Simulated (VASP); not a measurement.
An input for Ansatz (written as the equivalent of a VASP run, and not itself run):

Ansatz 0.2 input:
```yaml
crystal:
  lattice:
    - [3.2321454, 0.0000000, 0.0000000]
    - [0.0000000, 3.2321454, 0.0000000]
    - [0.0000000, 0.0000000, 3.2321454]
  atoms:
    - { symbol: In, position: [0.0000000, 0.0000000, 0.0000000] }
    - { symbol: As, position: [0.5000000, 0.5000000, 0.5000000] }
kpoints:
  mp_grid: { grid: [11, 11, 11] }
hamiltonian:
  xc: pbesol
  pseudopotentials: { kind: paw }
scf:
  occupations: { method: methfessel_paxton, width: 0.1 }
  max_iter: 100
relax:
  max_steps: 40
  f_tol: 0.02
  cell: { p_target: 30 }
output: { forces: true, stress: true, eigenvalues: true }
```

Task: Write the VASP files for the same calculation (PBEsol).

Result: This is not unique; one that fits is 
### POSCAR
```
InAs
1.0
  3.2321454217   0.0000000000   0.0000000000
  0.0000000000   3.2321454217   0.0000000000
  0.0000000000   0.0000000000   3.2321454217
In As
1 1
direct
  0.0000000000   0.0000000000   0.0000000000
  0.5000000000   0.5000000000   0.5000000000
```

**KPOINTS**
```
K-points
0
G
  11 11 11
```

### INCAR
```
ALGO  =  Normal
EDIFF  =  1E-6
EDIFFG  =  -0.02
ENCUT  =  500
GGA  =  PS
IBRION  =  2
ISIF  =  3
ISMEAR  =  1
LASPH  =  .True.
LCHARG  =  .False.
LMAXMIX  =  4
LREAL  =  .False.
LWAVE  =  .False.
NELM  =  100
NSW  =  40
PREC  =  Accurate
PSTRESS  =  300
SIGMA  =  0.1
SYSTEM  =  InAs
```

POTCAR, in this order: In_d As (PBE.64 set). Program: vasp_std.

What does not carry over: each code has its own PAW files, so the cut-off isn't converted (ENCUT is set for VASP's; basis.ecutwfc is left out, and Ansatz then takes the one that its files recommend); Ansatz stops its SCF on the density residual and VASP on the energy change (EDIFF).

The structure was generated: InAs was put into the CsCl type type (Pm-3m), which need not be its known phase. It was relaxed first under an external pressure of 30 GPa.
